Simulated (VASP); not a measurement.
Output of a VASP run:

### OSZICAR
```
...
DAV:  14    -0.563674489792E+02   -0.72571E-02   -0.92997E-03   412   0.140E+00    0.426E-02
DAV:  15    -0.563676613612E+02   -0.21238E-03   -0.89173E-05   476   0.105E-01    0.423E-02
DAV:  16    -0.563676621736E+02   -0.81242E-06   -0.10858E-06   420   0.915E-03
   1 F= -.56367662E+02 E0= -.56367662E+02  d E =-.563677E+02
       N       E                     dE             d eps       ncg     rms          rms(c)
DAV:   1    -0.563706783509E+02   -0.30170E-02   -0.52609E-02   436   0.128E+00    0.272E-01
DAV:   2    -0.563696116895E+02    0.10667E-02   -0.27062E-03   444   0.420E-01    0.118E-01
DAV:   3    -0.563692413027E+02    0.37039E-03   -0.15260E-03   460   0.220E-01    0.513E-02
DAV:   4    -0.563691787348E+02    0.62568E-04   -0.12428E-04   440   0.110E-01    0.458E-02
DAV:   5    -0.563691311262E+02    0.47609E-04   -0.20563E-04   424   0.158E-01    0.298E-02
DAV:   6    -0.563691378959E+02   -0.67697E-05   -0.21639E-04   416   0.169E-01    0.851E-03
DAV:   7    -0.563691872636E+02   -0.49368E-04   -0.15586E-05   416   0.540E-02    0.532E-03
DAV:   8    -0.563691799864E+02    0.72772E-05   -0.10335E-06   348   0.143E-02    0.316E-03
DAV:   9    -0.563691962112E+02   -0.16225E-04   -0.15727E-06   284   0.149E-02    0.128E-03
DAV:  10    -0.563691906606E+02    0.55506E-05   -0.73176E-07   280   0.116E-02    0.658E-04
DAV:  11    -0.563691926554E+02   -0.19948E-05   -0.72590E-08   216   0.263E-03    0.429E-04
DAV:  12    -0.563691933293E+02   -0.67386E-06   -0.25065E-08   216   0.166E-03
   2 F= -.56369193E+02 E0= -.56369193E+02  d E =-.153116E-02
       N       E                     dE             d eps       ncg     rms          rms(c)
DAV:   1    -0.563828998107E+02   -0.13707E-01   -0.46977E-01   432   0.379E+00    0.746E-01
DAV:   2    -0.563711114786E+02    0.11788E-01   -0.23178E-02   436   0.109E+00    0.349E-01
DAV:   3    -0.563671791964E+02    0.39323E-02   -0.11952E-02   436   0.616E-01    0.158E-01
DAV:   4    -0.563672931840E+02   -0.11399E-03   -0.55664E-04   448   0.229E-01    0.137E-01
DAV:   5    -0.563665315810E+02    0.76160E-03   -0.11684E-03   428   0.371E-01    0.613E-02
DAV:   6    -0.563671820002E+02   -0.65042E-03   -0.89669E-04   408   0.387E-01    0.158E-02
DAV:   7    -0.563672081330E+02   -0.26133E-04   -0.56308E-05   416   0.959E-02    0.110E-02
DAV:   8    -0.563672100972E+02   -0.19642E-05   -0.19699E-05   436   0.568E-02    0.435E-03
DAV:   9    -0.563672187775E+02   -0.86803E-05   -0.57744E-06   432   0.315E-02    0.188E-03
DAV:  10    -0.563672189960E+02   -0.21849E-06   -0.72712E-08   244   0.316E-03
   3 F= -.56367219E+02 E0= -.56367219E+02  d E =0.443178E-03
       N       E                     dE             d eps       ncg     rms          rms(c)
DAV:   1    -0.563773775846E+02   -0.10159E-01   -0.23305E-01   428   0.270E+00    0.544E-01
DAV:   2    -0.563714500012E+02    0.59276E-02   -0.10972E-02   436   0.756E-01    0.248E-01
DAV:   3    -0.563695080180E+02    0.19420E-02   -0.59773E-03   436   0.436E-01    0.121E-01
DAV:   4    -0.563696088242E+02   -0.10081E-03   -0.28922E-04   448   0.170E-01    0.100E-01
DAV:   5    -0.563693024305E+02    0.30639E-03   -0.68568E-04   436   0.274E-01    0.448E-02
DAV:   6    -0.563695914709E+02   -0.28904E-03   -0.40898E-04   408   0.254E-01    0.135E-02
DAV:   7    -0.563695859711E+02    0.54998E-05   -0.13563E-05   440   0.462E-02    0.845E-03
DAV:   8    -0.563695869357E+02   -0.96463E-06   -0.54147E-06   420   0.313E-02
   4 F= -.56369587E+02 E0= -.56369587E+02  d E =-.192476E-02
```

### OUTCAR
```
------------------------ aborting loop because EDIFF is reached ----------------------------------------
  FORCE on cell =-STRESS in cart. coord.  units (eV):
  Direction    XX          YY          ZZ          XY          YZ          ZX
  --------------------------------------------------------------------------------------
  Total        0.0168993      0.0168993     -0.0294836     -0.0000000      0.0000000      0.0000000
  in kB        0.2629929      0.2629928     -0.4588345     -0.0000000      0.0000000      0.0000000
  external PRESSURE =       0.0223837 kB  Pullay stress =       0.0000000 kB
  volume of cell :      102.95
      direct lattice vectors                 reciprocal lattice vectors
     2.076090940 -3.595894562  0.000000000     0.240837234 -0.139047459 -0.000000000
     2.076090940  3.595894562 -0.000000000     0.240837234  0.139047459  0.000000000
     0.000000000 -0.000000000  6.895280044     0.000000000  0.000000000  0.145026742
 POSITION                                       TOTAL-FORCE (eV/Angst)
 -----------------------------------------------------------------------------------
      0.00000     -0.00000      6.89528        -0.000000     -0.000000      0.000000
      2.07609      1.19863      1.67055        -0.000000      0.000000     -0.013971
      2.07609     -1.19863      5.22473         0.000000     -0.000000      0.013971
 -----------------------------------------------------------------------------------
    total drift:                                0.000000     -0.000000      0.000000
  FREE ENERGIE OF THE ION-ELECTRON SYSTEM (eV)
  ---------------------------------------------------
  free  energy   TOTEN  =       -56.3695869357 eV

  energy  without entropy=      -56.3695869357  energy(sigma->0) =      -56.36958694

 reached required accuracy - stopping structural energy minimisation
```
(Selected blocks of OUTCAR.)

### POSCAR
```
MgI2
1
    2.0648266241    -3.5763842023     0.0000000000
    2.0648266241     3.5763842023    -0.0000000000
   -0.0000000000    -0.0000000000     6.8937153843
Mg I
1 2
Direct
  1.0000000000   0.0000000000   0.0000000000
  0.3333330000   0.6666670000   0.2417661996
  0.6666670000   0.3333330000   0.7582338004
```

Q: Reconstruct the remaining input files.

A: One answer among several that fit: the input of the run itself, r2SCAN+rVV10, plane waves, VASP's PBE PAW potentials (set 64).

File KPOINTS:
```
Regular mesh
0
G
  6 6 3
```

**INCAR**
```
# general
SYSTEM   = MgI2
PREC     = Accurate
ENCUT    = 520
LREAL    = F
LASPH    = T

# electronic loop
EDIFF    = 1E-6
NELM     = 100
ALGO     = Normal
LMAXMIX  = 4
LMIXTAU  = T

# smearing
ISMEAR   = 0
SIGMA    = 0.05

# functional
METAGGA  = R2SCAN
LUSE_VDW = T
BPARAM   = 11.95
CPARAM   = 0.0093

# ions
IBRION   = 2
NSW      = 60
ISIF     = 3
EDIFFG   = -0.02

# output
LWAVE    = F
LCHARG   = F
```

POTCAR, in this order: Mg I (PBE.64 set). Program: vasp_std.

The compound is MgI2 in the 1T layered structure. This run relaxes it. Symmetry was kept, so distortions that lower it aren't found.
